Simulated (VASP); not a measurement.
```
GdN
1.0
    0.00000     2.48228     2.48228
    2.48228     0.00000     2.48228
    2.48228     2.48228     0.00000
Gd N
1 1
Direct
  0.00000   0.00000   0.00000
  0.50000   0.50000   0.50000
```

Method: r2SCAN meta-GGA, VASP's PBE PAW potentials (set 64) (plane waves; VASP 6.6.1). Settings: 520 eV cut-off, 8×8×8 Γ-centred mesh, Gaussian smearing of 0.050 eV, potentials Gd_3 N.

The 4f electrons are frozen in the core of the lanthanide potential, so 4f levels, which can set the real gap, and their magnetism are missing.

Problem. Predict the energy per atom (σ→0), band gap (on the k-mesh) with the smallest direct gap where there is one.

Solution. 
```json
{
 "band gap (on the k-mesh)": "0.32 eV",
 "smallest direct gap (on the k-mesh)": "0.58 eV",
 "energy per atom (σ→0)": "-2102.9 kJ/mol-atom"
}
```

Total energies compare only between runs with the same potentials, cut-off and functional.

The compound is GdN in the rock salt structure. It was relaxed first. The start is the result of an earlier pass.
